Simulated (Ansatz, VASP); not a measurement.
# BiSb in two plane-wave programs, part 2 of 2

One calculation is typed for both programs; each brings its own data sets. How far apart do they land? The cell is generated by rule, not measured, and may not be a known phase. The cell is taken from a series of runs on this material, whose earlier steps may have relaxed, scaled, displaced or heated it; both programs get it as it stands.

VASP 6.6.1 and Ansatz 0.2.0.

So far: The structure; VASP: zone-centre phonons, PBEsol.

The structure was built from a prototype and need not be the compound's stable phase.

## (3) Ansatz: zone-centre phonons, PBEsol

Level of this step: Ansatz beside VASP: Kohn-Sham DFT, plane waves, PBEsol (Ansatz).

Ansatz runs on its default PAW (the set named soft_2) files.

The same cell, functional, mesh and smearing now go to Ansatz, which takes its cutoff from its data sets.

input.yaml reads:

```yaml
crystal:
  lattice:
    - [4.2838956077, 0.0, 0.0]
    - [-2.1419478039, 3.7099624234, 0.0]
    - [0.0, 0.0, 7.8863378736]
  atoms:
    - { symbol: Sb, position: [0.0, 0.0, 0.0] }
    - { symbol: Sb, position: [0.0, 0.0, 0.5] }
    - { symbol: Bi, position: [0.3333333333, 0.6666666667, 0.25] }
    - { symbol: Bi, position: [0.6666666667, 0.3333333333, 0.75] }
kpoints:
  mp_grid: { grid: [12, 12, 6] }
hamiltonian:
  xc: pbesol
scf:
  occupations: { method: methfessel_paxton, width: 0.15 }
output:
  eigenvalues: true
phonons:
  method: dfpt
```

Command:

```
ansatz run input.yaml --threads 4 --pin off --max-ram 7168MiB --backend cpu --events-out ev --progress --plain --runs-dir out
```

Numbers of over 12 decimals in the logs are rounded to 6 here.

Log:

```text
Engine: ansatz 0.2.0, aarch64-unknown-linux-gnu
Pseudopotentials: kind: paw
Pseudopotential: Sb, paw, valence charge 15, recommended cutoff 420 eV (normal), Sb.paw.azcp
Pseudopotential: Bi, paw, valence charge 15, recommended cutoff 420 eV (normal), Bi.paw.azcp
Functional definition: PBEsol
  exchange = pbesol_x
  correlation = pbesol_c
Crystal: 4 atoms, lattice volume = 125.338 Å³
Basis set: ecut = 420 eV, 2409 PW (Γ), exchange–correlation on 60×60×108 points (8 copies of the dense FFT grid, shifted against one another)
Bands: 36, of which v1, the nominal top of the filled ones, is band 30 counted from 1 (29 counted from 0)
Symmetry: 24 space group operations
k-points: 242 of 864 (irreducible under 2 space group operations, time reversal used)
Non-local potential: Sb, projectors of the file, l = 0: 2, l = 1: 2, l = 2: 2, l = 3: 2
Non-local potential: Bi, projectors of the file, l = 0: 2, l = 1: 2, l = 2: 2, l = 3: 2
PAW form: soft (Blöchl's): semilocal exchange-correlation on the pseudo side does not see the compensation charge
PAW frozen core: Sb, regenerated for the run's functional, and the local potential with it (the file was generated under x = pbe(κ = 0.804, μ = 0.219515), c = pbe(β = 0.066725))
PAW frozen core: Bi, regenerated for the run's functional, and the local potential with it (the file was generated under x = pbe(κ = 0.804, μ = 0.219515), c = pbe(β = 0.066725))
PAW one-centre angular grid: Sb, 590 points (default); XC on 64 Gauss nodes
PAW one-centre angular grid: Bi, 590 points (default); XC on 64 Gauss nodes
Initial density: superposition of atomic densities (neutral atoms: chi_scale 0, normalization atom), corrected by the library's trained network
Initial wavefunctions: pseudopotential atomic-orbital guess
Functional: x = pbesol(κ = 0.804, μ = 0.123457), c = pbesol(β = 0.046)
SCF iter   1: F=—  HF=-37299.818909 eV  |F-HF|=—  |Δ(HF+E_count)|=         —  Δρ=2.13e-3  dr2=4.29e-3  ethr=1.77e-3  ⟨swp⟩=6.5  Hψ=35583  notcnv=0
preconditioner: auto → Kerker (q_TF=auto, 2.413 Å⁻¹)  [metal: Δε(μ)=0.022 eV  Ē_g=7.991 eV  σ=0.150 eV  W_gap=0.12  n_scr=36 (ndim 8)  ℏωp=14.8 eV  f_vac=0.000  D(μ)=2.18/eV (n_scr^D=10)]
SCF iter   2: F=—  HF=-37299.815262 eV  |F-HF|=—  |Δ(HF+E_count)|=   3.65e-3  S|Δr|=    0.00e0  Δρ=1.52e-3  dr2=2.26e-3  ethr=7.16e-6  ⟨swp⟩=2.1  Hψ=17441  notcnv=0
SCF iter   3: F=—  HF=-37299.815202 eV  |F-HF|=—  |Δ(HF+E_count)|=   5.92e-5  S|Δr|=    0.00e0  Δρ=8.99e-4  dr2=5.54e-4  ethr=3.77e-6  ⟨swp⟩=2.0  Hψ=15729  notcnv=0
SCF iter   4: F=—  HF=-37299.814914 eV  |F-HF|=—  |Δ(HF+E_count)|=   2.88e-4  S|Δr|=    0.00e0  Δρ=4.42e-4  dr2=1.46e-4  ethr=9.24e-7  ⟨swp⟩=2.0  Hψ=14359  notcnv=0
SCF iter   5: F=—  HF=-37299.814841 eV  |F-HF|=—  |Δ(HF+E_count)|=   7.32e-5  S|Δr|=    0.00e0  Δρ=7.37e-5  dr2=8.68e-6  ethr=2.43e-7  ⟨swp⟩=2.0  Hψ=15614  notcnv=0
SCF iter   6: F=—  HF=-37299.814837 eV  |F-HF|=—  |Δ(HF+E_count)|=   3.54e-6  S|Δr|=    0.00e0  Δρ=1.84e-5  dr2=6.26e-7  ethr=1.45e-8  ⟨swp⟩=2.0  Hψ=15062  notcnv=0
SCF iter   7: F=—  HF=-37299.814838 eV  |F-HF|=—  |Δ(HF+E_count)|=   3.12e-7  S|Δr|=    0.00e0  Δρ=1.68e-5  dr2=2.06e-7  ethr=1.04e-9  ⟨swp⟩=2.1  Hψ=10938  notcnv=0
SCF iter   8: F=—  HF=-37299.814838 eV  |F-HF|=—  |Δ(HF+E_count)|=   8.92e-8  S|Δr|=    0.00e0  Δρ=2.71e-6  dr2=6.82e-9  ethr=3.43e-10  ⟨swp⟩=2.0  Hψ=15706  notcnv=0
SCF iter   9: F=—  HF=-37299.814838 eV  |F-HF|=—  |Δ(HF+E_count)|=   2.41e-9  S|Δr|=    0.00e0  Δρ=6.99e-7  dr2=3.84e-10  ethr=1.14e-11  ⟨swp⟩=2.0  Hψ=15742  notcnv=0
SCF iter  10: F=—  HF=-37299.814838 eV  |F-HF|=—  |Δ(HF+E_count)|=  1.67e-10  S|Δr|=    0.00e0  Δρ=8.05e-8  dr2=1.23e-11  ethr=1.00e-12  ⟨swp⟩=2.0  Hψ=15333  notcnv=0
SCF iter  11: F=-37299.814838 eV  HF=-37299.814838 eV  |F-HF|=7.28e-12  |Δ(HF+E_count)|=  1.46e-11  S|Δr|=    0.00e0  Δρ=1.58e-8  dr2=5.94e-13  ethr=1.00e-12  ⟨swp⟩=9.7  Hψ=43566  notcnv=0
SCF 1 converged in 11 iterations: F = -37299.814838 eV  dr2 = 5.94e-13
  greatest PAW one-centre occupation: 0.996 electrons in one spin orbital (limit 2), on the Sb atom at site 0 (counted from 0), in its partial waves of l = 2
DFPT response loops at Γ: preconditioner auto → Kerker (q_TF=auto, 2.413 Å⁻¹) (partly filled bands, converged f_vac=0.000); β = 1.00, the filter's whole step (`scf.mixing.beta` (0.50) is not read by the response loops under this deck's `scf.mixing.preconditioner`; to damp them name `kerker` or `kerker_dos`, under which they read `scf.mixing.beta`, and type it under 1.00, their step now; both keys bind the ground state too); Broyden in place of MSR1
SCF converged after 11 iterations
Stability not checked: this state was not tested for a lower state beside it, because cold or Methfessel-Paxton smearing, or corrected tetrahedra, fill the levels in a way that the test cannot read (fill_not_monotonic; see scf.lower_state_search)
Free energy (F): -37299.814838 eV
Harris-Foulkes:  -37299.814838 eV  (|F-HF|=7.28e-12)
Internal energy: -37299.814980 eV  (E = F + TS)
E sigma→0 (E₀):  -37299.814873 eV
Entropy (-TS):   0.000142 eV (0.036 meV/atom)
Fermi energy:    10.199061 eV
Step filling:    the computed levels leave a gap of 0.0331 eV = 0.2 smearing widths at the electron count; against every level under it full and every level over it empty, smearing changes F+E_penalty+E_count by +0.897 meV and its σ→0 estimate by +0.861 meV
--- Per-component energies (eV) ---
  E_band       = -527.720329
  E_kinetic    = 1020.269003
  E_local      = -6157.633904  (includes V_loc(G=0)·N_el)
  E_nonlocal   = 1851.598842
  E_hartree    = 2400.811116
  E_xc         = -575.862656
  E_vxc        = -481.963231  (∫ρ·V_xc dr)
  E_paw        = -30017.738896  (= ΣΔE_a)
  E_vpaw       = -1561.612320  (= ΣTr[D̂ρ^β])
  E_aug_tail   = -0.000935  (compensation charges beyond the density's cutoff)
  E_ewald      = -5822.100767
  E_core_change = 0.843218  (= ΣΔE_core)
  E_smearing   = 0.000142  (= −TS)
  E_closure    = -0.000000  (closes the sum)
  Σ components = -37299.814838   (vs F -37299.814838, Δ=0.00e0)
--- Band table (eV; the first three rows and the last of 242) ---
  k-point 0: bands = [... 26 lower, 9.0181, 9.9922, 10.4693, 10.4693, 10.7936, 10.7936, 11.6532, 12.9674, ... 2 higher]
  k-point 1: bands = [... 26 lower, 9.0695, 9.8074, 10.1672, 10.1672, 11.1197, 11.1197, 11.8771, 12.8259, ... 2 higher]
  k-point 2: bands = [... 26 lower, 9.2210, 9.4163, 9.7886, 9.7886, 11.5755, 11.5755, 12.3793, 12.4769, ... 2 higher]
  k-point 241: bands = [... 26 lower, 7.0846, 7.0846, 9.3502, 9.3502, 10.2434, 10.2434, 13.6189, 13.6189, ... 2 higher]
--- Phonons (Γ-DFPT): 4 representative perturbations + reference, on 242 of 864 k-points (Σ response iterations 12) ---
  k mesh reduced under 2 symmetry operations, with k and −k counted as one. Each operation leaves every solved perturbation unchanged. A smaller set is not used because it would not reduce the number of displacements times k-points to solve
  ASR residual: 7.956e-5 → 0.000e0 eV/Å²; symmetrization residual: 8.014e-5 eV/Å²
  ASR residual per site (eV/Å²): 7.23e-5 7.23e-5 7.96e-5 7.96e-5
  Γ frequencies (cm⁻¹): -85.07 0.00 0.00 0.00 67.50 67.50 70.65 70.65 89.18 89.18 91.97 125.15
  non-analytic LO–TO correction: not included (Born effective charges unavailable; polar crystals: no LO–TO splitting at Γ)
```

## (4) Side by side

Known differences besides the potentials themselves: the data sets hold 60 valence electrons in Ansatz (on its default PAW (the set named soft_2) files) and 40 in VASP; the cutoff is 420 eV in Ansatz and 500 eV in VASP; Ansatz makes its cores anew for this functional, VASP keeps those of its PBE data sets. Total energies have different zeros and are not compared.

Both answers:

| quantity | Ansatz | VASP | difference |
| --- | --- | --- | --- |
| optical mode 1 (imaginary, printed as negative) (cm⁻¹) | -85.1 | -78.4 | -6.6 |
| optical mode 2 to 3 (cm⁻¹) | 67.5 | 68.1 | -0.81 % |
| optical mode 4 to 5 (cm⁻¹) | 70.7 | 71.2 | -0.76 % |
| optical mode 6 to 7 (cm⁻¹) | 89.2 | 90.2 | -1.17 % |
| optical mode 8 (cm⁻¹) | 92.0 | 92.9 | -0.96 % |
| optical mode 9 (cm⁻¹) | 125.2 | 125.8 | -0.54 % |

Modes are paired by rising frequency, not by their patterns, so a pair may set unlike modes beside each other; they are those without the splitting of longitudinal modes.

## (5) Results

```json
{
 "r.m.s. difference of the optical zone-centre modes, each program's sorted by frequency (zone-centre phonons, PBEsol)": "2.3 cm⁻¹",
 "difference in optical mode 6 to 7 (zone-centre phonons, PBEsol)": "-1.2 %"
}
```

**Reading.** The r.m.s. difference of the optical zone-centre modes, each program's sorted by frequency is 2.3 cm⁻¹ (zone-centre phonons, PBEsol). The data sets hold unlike numbers of valence electrons (60 in Ansatz and 40 in VASP), so part of the differences comes from the potentials. Among the rows given in per cent, the largest difference of the zone-centre phonons, PBEsol pair is in optical mode 6 to 7, -1.2 %. How closely two codes agree says nothing of how well the functional describes the real material.

[Lines on the potential files, build, host, timing and source positions are cut from VASP's logs without a mark.]

[Logs are printed without paths, hosts, clocks, repeated set-up lines and the standing remarks that a program may print on its own settings, such as how far it seeks lower states.]

[Hosts, paths, dates, database ids (printed as entryN), source tags and the programs' standing remarks are cut or masked in the printed files.]
